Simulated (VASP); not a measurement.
A 63-atom supercell of Si (diamond) holds As on the Si site with a neighbouring Si vacancy in charge state +1. It is relaxed twice, with the total moment held at 0 and at 2 μB. These are PBE GGA, VASP's PBE PAW potentials (set 64) (plane waves; VASP) values and carry that method's errors. Numerical set-up: PREC = Normal, LREAL = Auto, ISYM = 0, NELECT = 252.0, EDIFF = 1E-5, 400 eV cut-off, 1×1×1 Γ-centred mesh, Gaussian smearing of 0.050 eV, potentials Si As.

The cell is charged, with a uniform compensating background. The supercell is sampled at Γ alone, which is coarse: total energies, pressure and levels can be off, energies of defects by several tenths of an eV.

Which spin state lies lower, and by how much?

The state with 0 μB lies lower, by 0.36 eV.

The cell is a supercell with a defect, built from Si (diamond).
